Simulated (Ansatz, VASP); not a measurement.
## One calculation of LiNb3P, two programs

The input INCAR:

```
PREC = Accurate
ENCUT = 520
EDIFF = 1E-6
ISMEAR = 0
SIGMA = 0.1
LREAL = False
LASPH = True
NELM = 100
ALGO = Normal
ISIF = 2
LWAVE = False
LCHARG = False
GGA = PE
NBANDS = 32
```

The input KPOINTS:

```
regular mesh
0
Gamma
  4 4 4
```

The input POSCAR:

```
LiNb3P
1.0
    3.7414082400      0.0000000000      0.0000000000
    0.0000000000      3.7414082400      0.0000000000
    0.0000000000      0.0000000000      6.8358200800
Li Nb P
1 3 1
Direct
    0.0000000000      0.0000000000      0.0000000000
    0.5000000000      0.5000000000      0.0000000000
    0.5000000000      0.5000000000      0.3156590000
    0.5000000000      0.5000000000      0.6843410000
    0.0000000000      0.0000000000      0.5000000000
```

Input for Ansatz:

```yaml
crystal:
  lattice:
    - [3.74140824, 0.0, 0.0]
    - [0.0, 3.74140824, 0.0]
    - [0.0, 0.0, 6.83582008]
  atoms:
    - { symbol: Li, position: [0.0, 0.0, 0.0] }
    - { symbol: Nb, position: [0.5, 0.5, 0.0] }
    - { symbol: Nb, position: [0.5, 0.5, 0.315659] }
    - { symbol: Nb, position: [0.5, 0.5, 0.684341] }
    - { symbol: P, position: [0.0, 0.0, 0.5] }
basis:
  ecutwfc: 420
kpoints:
  mp_grid: { grid: [4, 4, 4] }
hamiltonian:
  xc: pbe
scf:
  occupations: { method: gaussian, width: 0.1 }
  lower_state_search: "off"
output:
  forces: true
  stress: true
  eigenvalues: true
```

Alike in both runs: task single point; functional PBE; k mesh 4 × 4 × 4; occupations gaussian, width 0.1 eV; no spin polarisation.

```csv
,VASP,Ansatz
version,VASP 6.6.1,Ansatz 0.2.0
potentials or method,"VASP PAW PBE potentials, release 64 (Li_sv, Nb_sv, P)","scalar-relativistic, plane waves, PAW"
plane-wave cutoff (eV),520,420
valence electrons in the cell,47,47
```

Ansatz gave:

| Item | Value |
| --- | --- |
| gap on the k mesh at the Fermi level (eV) | none |
| rms of the force components (eV/Å) | 1.068 |

**Question.** What did VASP give for the same quantities?

**Answer.** gap on the k mesh at the Fermi level (eV): none; rms of the force components (eV/Å): 1.076.

Atom by atom the forces differ by 0.008 eV/Å (rms over components). A gap of «none» marks a metal or a gap that the smearing closes.

Caveats: the k mesh is coarse (spacing up to 0.42 Å⁻¹), so the values aren't converged; forces of over 1 eV/Å show positions far from the minimum, so gaps and moduli don't describe the material at rest.
